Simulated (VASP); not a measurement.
All values below come from PBE GGA, VASP's PBE PAW potentials (set 64) (plane waves; VASP 6.6.1).

VASP ran on this input.

**KPOINTS**
```
Automatic mesh
0
Gamma
10 10 9
0 0 0
```

### INCAR
```
# general
SYSTEM =TiB2
PREC   =Accurate
ENCUT  =650   # plane-wave cut-off (eV)
LREAL  =.FALSE.
LASPH  =.TRUE.

# electronic loop
EDIFF  =1E-7   # SCF stop (eV)
NELM   =100   # most electronic steps
ALGO   =Normal   # blocked Davidson
LMAXMIX=4   # l cut-off of mixed one-centre charges

# smearing
ISMEAR =1
SIGMA  =0.1

# functional
GGA    =PE   # PBE

# ions
IBRION =6   # finite differences
NSW    =1
ISIF   =3   # ions, shape and volume
POTIM  =0.015
NFREE  =2

# output
LWAVE  =.FALSE.
LCHARG =.FALSE.
```

**POSCAR**
```
TiB2
3.2281550
  0.4694654659  -0.8131380476   0.0000000000
  0.4694654659   0.8131380476   0.0000000000
  0.0000000000   0.0000000000   1.0000000766
Ti B
1 2
Direct
  0.0000000000   0.0000000000   0.0000000000
  0.3333330000   0.6666670000   0.5000000000
  0.6666670000   0.3333330000   0.5000000000
```

POTCAR, in this order: Ti_sv B (PBE.64 set). Program: vasp_std.

Output

**OUTCAR**
```
 ion  position               nearest neighbor table
   1  0.000  0.000  0.000-   2 2.38   3 2.38   2 2.38   3 2.38   3 2.38   3 2.38   2 2.38   2 2.38
                             3 2.38   3 2.38   2 2.38   2 2.38
   2  0.333  0.667  0.500-   3 1.75   3 1.75   3 1.75   1 2.38   1 2.38   1 2.38   1 2.38   1 2.38
                             1 2.38
   3  0.667  0.333  0.500-   2 1.75   2 1.75   2 1.75   1 2.38   1 2.38   1 2.38   1 2.38   1 2.38
                             1 2.38
  LATTYP: Found a hexagonal cell.
 ALAT       =     3.0310146051
 C/A-ratio  =     1.0650411389
 Subroutine PRICEL returns:
 Original cell was already a primitive cell.
 Subroutine GETGRP returns: Found 24 space group operations
The static configuration has the point symmetry D_6h.
The dynamic configuration has the point symmetry D_6h.
 Subroutine INISYM returns: Found 24 space group operations
 Subroutine IBZKPT returns following result:
 Found     70 irreducible k-points:

 Following reciprocal coordinates:
            Coordinates               Weight
  0.000000  0.000000  0.000000      1.000000
  0.100000  0.000000  0.000000      6.000000
  0.200000  0.000000  0.000000      6.000000
  0.300000  0.000000  0.000000      6.000000
  0.400000  0.000000  0.000000      6.000000
  0.500000  0.000000  0.000000      3.000000
  0.100000  0.100000  0.000000      6.000000
  0.200000  0.100000  0.000000     12.000000
  0.300000  0.100000  0.000000     12.000000
  0.400000  0.100000  0.000000     12.000000
  0.200000  0.200000  0.000000      6.000000
  0.300000  0.200000  0.000000     12.000000
  0.400000  0.200000  0.000000      6.000000
  0.300000  0.300000  0.000000      6.000000
  0.000000  0.000000  0.111111      2.000000
  0.100000  0.000000  0.111111     12.000000
  0.200000  0.000000  0.111111     12.000000
  0.300000  0.000000  0.111111     12.000000
  0.400000  0.000000  0.111111     12.000000
  0.500000  0.000000  0.111111      6.000000
  0.100000  0.100000  0.111111     12.000000
  0.200000  0.100000  0.111111     24.000000
  0.300000  0.100000  0.111111     24.000000
  0.400000  0.100000  0.111111     24.000000
  0.200000  0.200000  0.111111     12.000000
  0.300000  0.200000  0.111111     24.000000
  0.400000  0.200000  0.111111     12.000000
  0.300000  0.300000  0.111111     12.000000
  0.000000  0.000000  0.222222      2.000000
  0.100000  0.000000  0.222222     12.000000
  0.200000  0.000000  0.222222     12.000000
  0.300000  0.000000  0.222222     12.000000
  0.400000  0.000000  0.222222     12.000000
  0.500000  0.000000  0.222222      6.000000
  0.100000  0.100000  0.222222     12.000000
  0.200000  0.100000  0.222222     24.000000
  0.300000  0.100000  0.222222     24.000000
  0.400000  0.100000  0.222222     24.000000
  0.200000  0.200000  0.222222     12.000000
  0.300000  0.200000  0.222222     24.000000
 Subroutine IBZKPT_HF returns following result:
   k-points           NKPTS =     70   k-points in BZ     NKDIM =     70   number of bands    NBANDS=     13
   number of dos      NEDOS =    301   number of ions     NIONS =      3
   total plane-waves  NPLWV =  21952
   dimension x,y,z NGX =    28 NGY =   28 NGZ =   28
   dimension x,y,z NGXF=    56 NGYF=   56 NGZF=   56
   ions per type =               1   2
   PREC   = accura    normal or accurate (medium, high low for compatibility)
   ISTART =      0    job   : 0-new  1-cont  2-samecut
   ICHARG =      2    charge: 1-file 2-atom 10-const
   ISPIN  =      1    spin polarized calculation?
   LNONCOLLINEAR =      F non collinear calculations
   LSORBIT =      F    spin-orbit coupling
   INIWAV =      1    electr: 0-lowe 1-rand  2-diag
...
```

OSZICAR:
```
...
DAV:   4    -0.244231608543E+02   -0.41957E-03   -0.13208E-03  6681   0.469E-01    0.391E-02
DAV:   5    -0.244237218491E+02   -0.56099E-03   -0.11220E-04 10627   0.186E-01    0.954E-03
DAV:   6    -0.244238212838E+02   -0.99435E-04   -0.14618E-05  8112   0.573E-02    0.341E-03
DAV:   7    -0.244238223802E+02   -0.10964E-05   -0.63335E-07  7919   0.940E-03    0.359E-04
DAV:   8    -0.244238221857E+02    0.19446E-06   -0.12757E-08  3903   0.196E-03    0.153E-04
DAV:   9    -0.244238222303E+02   -0.44614E-07   -0.34501E-09  3428   0.787E-04
  12 F= -.24423822E+02 E0= -.24423560E+02  d E =-.786263E-03
       N       E                     dE             d eps       ncg     rms          rms(c)
DAV:   1    -0.244758222742E+02   -0.52000E-01   -0.11292E+00  7661   0.151E+01    0.150E+00
DAV:   2    -0.244393164643E+02    0.36506E-01   -0.64817E-02  7219   0.341E+00    0.803E-01
DAV:   3    -0.244237704611E+02    0.15546E-01   -0.22944E-02  8484   0.243E+00    0.654E-02
DAV:   4    -0.244238628577E+02   -0.92397E-04   -0.21811E-03  6672   0.614E-01    0.259E-02
DAV:   5    -0.244238296940E+02    0.33164E-04   -0.52720E-05 10570   0.125E-01    0.130E-02
DAV:   6    -0.244238223240E+02    0.73700E-05   -0.10346E-05  8981   0.497E-02    0.409E-03
DAV:   7    -0.244238222987E+02    0.25203E-07   -0.12885E-06  7923   0.148E-02    0.145E-03
DAV:   8    -0.244238222722E+02    0.26569E-07   -0.80592E-08  4431   0.377E-03
  13 F= -.24423822E+02 E0= -.24423560E+02  d E =-.786255E-03
       N       E                     dE             d eps       ncg     rms          rms(c)
DAV:   1    -0.244194071793E+02    0.44151E-02   -0.11162E+00  5211   0.266E+01    0.622E-01
DAV:   2    -0.244262952656E+02   -0.68881E-02   -0.12427E-01  4110   0.401E+00    0.375E-01
DAV:   3    -0.244257553292E+02    0.53994E-03   -0.58737E-03  6331   0.118E+00    0.820E-02
DAV:   4    -0.244268591615E+02   -0.11038E-02   -0.86154E-04  5373   0.406E-01    0.119E-02
DAV:   5    -0.244268872966E+02   -0.28135E-04   -0.45652E-05  4465   0.809E-02    0.758E-03
DAV:   6    -0.244268937663E+02   -0.64697E-05   -0.18385E-06  6541   0.180E-02    0.159E-03
DAV:   7    -0.244268940205E+02   -0.25421E-06   -0.92991E-08  3398   0.510E-03    0.433E-04
DAV:   8    -0.244268939618E+02    0.58682E-07   -0.13244E-08  2265   0.195E-03
  14 F= -.24426894E+02 E0= -.24426624E+02  d E =-.809974E-03
       N       E                     dE             d eps       ncg     rms          rms(c)
DAV:   1    -0.244100207332E+02    0.16873E-01   -0.19462E+00  5264   0.397E+01    0.265E-01
DAV:   2    -0.244266769140E+02   -0.16656E-01   -0.18429E-01  4035   0.480E+00    0.932E-02
DAV:   3    -0.244269094120E+02   -0.23250E-03   -0.32802E-03  5330   0.540E-01    0.550E-02
DAV:   4    -0.244268934409E+02    0.15971E-04   -0.12523E-04  4302   0.123E-01    0.944E-03
DAV:   5    -0.244268940023E+02   -0.56137E-06   -0.80224E-06  5141   0.356E-02    0.319E-03
DAV:   6    -0.244268939665E+02    0.35827E-07   -0.31076E-07  4074   0.953E-03
  15 F= -.24426894E+02 E0= -.24426624E+02  d E =-.809984E-03
       N       E                     dE             d eps       ncg     rms          rms(c)
DAV:   1    -0.244137274253E+02    0.13167E-01   -0.14421E+00  2235   0.340E+01    0.183E-01
DAV:   2    -0.244269532866E+02   -0.13226E-01   -0.13840E-01  1825   0.414E+00    0.822E-02
DAV:   3    -0.244269276319E+02    0.25655E-04   -0.14578E-03  2316   0.433E-01    0.468E-02
DAV:   4    -0.244268776577E+02    0.49974E-04   -0.14773E-04  2264   0.207E-01    0.104E-02
DAV:   5    -0.244268771410E+02    0.51672E-06   -0.29043E-05  2483   0.703E-02    0.435E-03
DAV:   6    -0.244268770035E+02    0.13752E-06   -0.31893E-06  2967   0.303E-02    0.109E-03
DAV:   7    -0.244268771968E+02   -0.19335E-06   -0.66181E-07  2075   0.108E-02    0.377E-04
DAV:   8    -0.244268772361E+02   -0.39279E-07   -0.47103E-08  1035   0.292E-03
  16 F= -.24426877E+02 E0= -.24426615E+02  d E =-.787180E-03
       N       E                     dE             d eps       ncg     rms          rms(c)
DAV:   1    -0.244026987608E+02    0.24178E-01   -0.26612E+00  2498   0.475E+01    0.304E-01
DAV:   2    -0.244269938728E+02   -0.24295E-01   -0.25685E-01  1845   0.553E+00    0.127E-01
DAV:   3    -0.244269366701E+02    0.57203E-04   -0.29982E-03  2332   0.579E-01    0.716E-02
DAV:   4    -0.244268767488E+02    0.59921E-04   -0.35469E-04  2053   0.160E-01    0.157E-02
DAV:   5    -0.244268770821E+02   -0.33327E-06   -0.32364E-05  2285   0.767E-02    0.480E-03
DAV:   6    -0.244268772508E+02   -0.16867E-06   -0.10112E-06  2050   0.129E-02    0.229E-03
DAV:   7    -0.244268772677E+02   -0.16924E-07   -0.47513E-08  1115   0.754E-03
  17 F= -.24426877E+02 E0= -.24426615E+02  d E =-.787168E-03
       N       E                     dE             d eps       ncg     rms          rms(c)
DAV:   1    -0.244205341014E+02    0.63431E-02   -0.86946E-01  9481   0.248E+01    0.145E-01
DAV:   2    -0.244265691713E+02   -0.60351E-02   -0.66506E-02  6770   0.297E+00    0.887E-02
DAV:   3    -0.244263380535E+02    0.23112E-03   -0.13597E-03  8889   0.423E-01    0.168E-02
DAV:   4    -0.244263382452E+02   -0.19171E-06   -0.14233E-04  7028   0.124E-01    0.965E-03
DAV:   5    -0.244263339931E+02    0.42522E-05   -0.11442E-05  9240   0.455E-02    0.108E-03
DAV:   6    -0.244263339750E+02    0.18100E-07   -0.12496E-06  7280   0.123E-02    0.701E-04
DAV:   7    -0.244263339516E+02    0.23338E-07   -0.67085E-08  4248   0.317E-03
  18 F= -.24426334E+02 E0= -.24426068E+02  d E =-.799036E-03
       N       E                     dE             d eps       ncg     rms          rms(c)
DAV:   1    -0.244283306206E+02   -0.19966E-02   -0.48310E-01  6780   0.436E+00    0.249E-01
DAV:   2    -0.244268771383E+02    0.14535E-02   -0.50806E-03  8678   0.585E-01    0.131E-01
DAV:   3    -0.244263272443E+02    0.54989E-03   -0.17756E-03  7290   0.270E-01    0.149E-02
DAV:   4    -0.244263337914E+02   -0.65472E-05   -0.10998E-04  7945   0.969E-02    0.989E-03
DAV:   5    -0.244263339279E+02   -0.13647E-06   -0.18787E-06  8149   0.148E-02    0.179E-03
DAV:   6    -0.244263339425E+02   -0.14574E-07   -0.12512E-07  5802   0.438E-03
  19 F= -.24426334E+02 E0= -.24426068E+02  d E =-.799071E-03
       N       E                     dE             d eps       ncg     rms          rms(c)
DAV:   1    -0.244291844761E+02   -0.28505E-02   -0.39595E-01  2652   0.416E+00    0.138E-01
DAV:   2    -0.244284165419E+02    0.76793E-03   -0.34339E-03  3487   0.551E-01    0.824E-02
DAV:   3    -0.244276514461E+02    0.76510E-03   -0.74604E-04  2887   0.188E-01    0.194E-02
DAV:   4    -0.244275491086E+02    0.10234E-03   -0.81981E-05  3312   0.964E-02    0.973E-03
DAV:   5    -0.244274784286E+02    0.70680E-04   -0.12660E-05  3157   0.331E-02    0.300E-03
DAV:   6    -0.244274530271E+02    0.25402E-04   -0.22049E-06  3357   0.159E-02    0.108E-03
DAV:   7    -0.244274512868E+02    0.17402E-05   -0.15021E-07  2082   0.477E-03    0.299E-04
DAV:   8    -0.244274512082E+02    0.78663E-07   -0.20907E-08  1426   0.201E-03
  20 F= -.24427451E+02 E0= -.24427193E+02  d E =-.775757E-03
       N       E                     dE             d eps       ncg     rms          rms(c)
DAV:   1    -0.244288240802E+02   -0.13728E-02   -0.69021E-01  2652   0.531E+00    0.198E-01
DAV:   2    -0.244278073797E+02    0.10167E-02   -0.62014E-03  3517   0.795E-01    0.111E-01
DAV:   3    -0.244274448018E+02    0.36258E-03   -0.14805E-03  2862   0.263E-01    0.225E-02
DAV:   4    -0.244274509311E+02   -0.61293E-05   -0.13131E-04  3262   0.151E-01    0.112E-02
DAV:   5    -0.244274512684E+02   -0.33734E-06   -0.45855E-06  3200   0.231E-02    0.473E-03
DAV:   6    -0.244274514723E+02   -0.20386E-06   -0.40133E-07  3082   0.814E-03    0.163E-03
DAV:   7    -0.244274514718E+02    0.42928E-09   -0.82837E-08  1531   0.362E-03
  21 F= -.24427451E+02 E0= -.24427193E+02  d E =-.775781E-03
```

File OUTCAR:
```
------------------------ aborting loop because EDIFF is reached ----------------------------------------
  FORCE on cell =-STRESS in cart. coord.  units (eV):
  Direction    XX          YY          ZZ          XY          YZ          ZX
  --------------------------------------------------------------------------------------
  Total        0.0281870      0.0281870     -0.0024939      0.0000000      0.0000000      0.0000000
  in kB        1.7583196      1.7583196     -0.1555690      0.0000000      0.0000000      0.0000000
  external PRESSURE =       1.1203567 kB  Pullay stress =       0.0000000 kB
  volume of cell :       25.68
      direct lattice vectors                 reciprocal lattice vectors
     1.515507291 -2.624935654  0.000000000     0.329922530 -0.190480860  0.000000000
     1.515507291  2.624935654  0.000000000     0.329922530  0.190480860  0.000000000
     0.000000000  0.000000000  3.228155247     0.000000000  0.000000000  0.309774445
 POSITION                                       TOTAL-FORCE (eV/Angst)
 -----------------------------------------------------------------------------------
      0.00000      0.00000      0.00000        -0.000000      0.000000     -0.108327
      1.51551      0.87498      1.59908         0.000000      0.000000      0.139914
      1.51551     -0.87498      1.61408         0.000000     -0.000000     -0.031586
 -----------------------------------------------------------------------------------
    total drift:                                0.000001      0.000000     -0.000015
  FREE ENERGIE OF THE ION-ELECTRON SYSTEM (eV)
  ---------------------------------------------------
  free  energy   TOTEN  =       -24.4274514718 eV

  energy  without entropy=      -24.4266756906  energy(sigma->0) =      -24.42719288

   1 f  =   26.648519 THz   167.437585 2PiTHz  888.898921 cm-1   110.209371 meV
             X         Y         Z           dx          dy          dz
      0.000000  0.000000  0.000000     0.000000   -0.000000    0.000000
      1.515507  0.874980  1.614078    -0.000000   -0.707107   -0.000000
      1.515507 -0.874980  1.614078     0.000000    0.707107   -0.000000

   2 f  =   26.648519 THz   167.437583 2PiTHz  888.898912 cm-1   110.209369 meV
             X         Y         Z           dx          dy          dz
      0.000000  0.000000  0.000000    -0.000000    0.000000    0.000000
      1.515507  0.874980  1.614078    -0.707107    0.000000   -0.000000
      1.515507 -0.874980  1.614078     0.707107   -0.000000   -0.000000

   3 f  =   16.075465 THz   101.005125 2PiTHz  536.219792 cm-1    66.482751 meV
             X         Y         Z           dx          dy          dz
      0.000000  0.000000  0.000000    -0.000000    0.000000   -0.000000
      1.515507  0.874980  1.614078     0.000000   -0.000000   -0.707107
      1.515507 -0.874980  1.614078     0.000000   -0.000000    0.707107

   4 f  =   15.390527 THz    96.701533 2PiTHz  513.372719 cm-1    63.650076 meV
             X         Y         Z           dx          dy          dz
      0.000000  0.000000  0.000000    -0.000000    0.000000    0.557707
      1.515507  0.874980  1.614078     0.000000   -0.000000   -0.586925
      1.515507 -0.874980  1.614078     0.000000   -0.000000   -0.586925

   5 f  =   15.307181 THz    96.177858 2PiTHz  510.592613 cm-1    63.305387 meV
             X         Y         Z           dx          dy          dz
      0.000000  0.000000  0.000000     0.000000   -0.558120    0.000000
      1.515507  0.874980  1.614078    -0.000000    0.586729   -0.000000
      1.515507 -0.874980  1.614078    -0.000000    0.586729   -0.000000

   6 f  =   15.307181 THz    96.177857 2PiTHz  510.592608 cm-1    63.305387 meV
             X         Y         Z           dx          dy          dz
      0.000000  0.000000  0.000000    -0.558120   -0.000000   -0.000000
      1.515507  0.874980  1.614078     0.586729    0.000000    0.000000
      1.515507 -0.874980  1.614078     0.586729    0.000000    0.000000

   7 f/i=    0.001025 THz     0.006442 2PiTHz    0.034200 cm-1     0.004240 meV
             X         Y         Z           dx          dy          dz
      0.000000  0.000000  0.000000    -0.000000    0.000000   -0.830038
      1.515507  0.874980  1.614078    -0.000000    0.000000   -0.394359
      1.515507 -0.874980  1.614078    -0.000000    0.000000   -0.394359

   8 f/i=    0.006594 THz     0.041433 2PiTHz    0.219962 cm-1     0.027272 meV
             X         Y         Z           dx          dy          dz
      0.000000  0.000000  0.000000    -0.829022   -0.035002    0.000000
      1.515507  0.874980  1.614078    -0.394299   -0.016648    0.000000
      1.515507 -0.874980  1.614078    -0.394299   -0.016648    0.000000

   9 f/i=    0.006594 THz     0.041433 2PiTHz    0.219962 cm-1     0.027272 meV
             X         Y         Z           dx          dy          dz
      0.000000  0.000000  0.000000     0.035002   -0.829022   -0.000000
      1.515507  0.874980  1.614078     0.016648   -0.394299   -0.000000
      1.515507 -0.874980  1.614078     0.016648   -0.394299   -0.000000

 ELASTIC MODULI CONTR FROM IONIC RELAXATION (kBar)
 Direction    XX          YY          ZZ          XY          YZ          ZX
 --------------------------------------------------------------------------------
 XX         -34.9548     34.9548      0.0000      0.0000      0.0000      0.0000
 YY          34.9548    -34.9548     -0.0000     -0.0000     -0.0000      0.0000
 ZZ           0.0000     -0.0000     -0.0000      0.0000     -0.0000      0.0000
 XY           0.0000     -0.0000      0.0000    -34.9548      0.0000      0.0000
 YZ           0.0000     -0.0000     -0.0000      0.0000     -0.0000      0.0000
 ZX           0.0000      0.0000      0.0000      0.0000      0.0000      0.0000
 --------------------------------------------------------------------------------

 TOTAL ELASTIC MODULI (kBar)
 Direction    XX          YY          ZZ          XY          YZ          ZX
 --------------------------------------------------------------------------------
 XX        6405.1405    854.8827    954.4209      0.0000      0.0000     -0.0000
 YY         854.8827   6405.1408    954.4209     -0.0000     -0.0000      0.0000
 ZZ         954.4209    954.4209   4650.8938      0.0000      0.0000     -0.0000
 XY           0.0000     -0.0000      0.0000   2775.1290     -0.0000      0.0000
 YZ          -0.0000      0.0000      0.0000     -0.0000   2591.2975      0.0000
 ZX          -0.0000      0.0000     -0.0000     -0.0000      0.0000   2591.2973
 --------------------------------------------------------------------------------
```
(Selected blocks of OUTCAR.)

Finite-difference elastic constants of metals are sensitive to mesh and smearing; shear constants can be off by tens of GPa.

The compound is TiB2 in the AlB2 type structure. It was relaxed first.
